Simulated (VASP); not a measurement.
A convergence study with VASP on Tl (space group no. 194 when undisturbed): a few settings are varied, all else stays as given below, so the limit is that of these other settings. One atom is moved off its site, so that forces are finite.

```
Tl
1.0
    1.72481    -2.98746     0.00000
    1.72481     2.98746     0.00000
    0.00000     0.00000     5.50344
Tl
2
Direct
  0.33333   0.66667   0.25909
  0.66667   0.33333   0.75000
```

These are PBE GGA, VASP's PBE PAW potentials (set 64) (plane waves; VASP) values and carry that method's errors. The last row used: 300 eV cut-off, 18×18×10 Γ-centred mesh, first-order Methfessel-Paxton smearing of 0.010 eV, potentials Tl_d.

```csv
setting,E (eV/atom),pressure (GPa),largest force (eV/Å),irreducible k-points
SIGMA = 1.0,-2.1950,3.00,0.163,330
SIGMA = 0.5,-2.1994,2.97,0.166,330
SIGMA = 0.3,-2.1989,3.01,0.167,330
SIGMA = 0.2,-2.1987,3.02,0.166,330
SIGMA = 0.1,-2.1986,3.03,0.166,330
SIGMA = 0.05,-2.1987,3.03,0.167,330
SIGMA = 0.02,-2.1987,3.02,0.167,330
SIGMA = 0.01,-2.1987,3.02,0.167,330
```

Left out are rungs that failed or repeat a setting and relaxations that didn't move; long series are thinned to 24 rows.

The structure is a typed Tl crystal (space group no. 194). The cell was not relaxed at this level, it is distorted from the ideal structure.
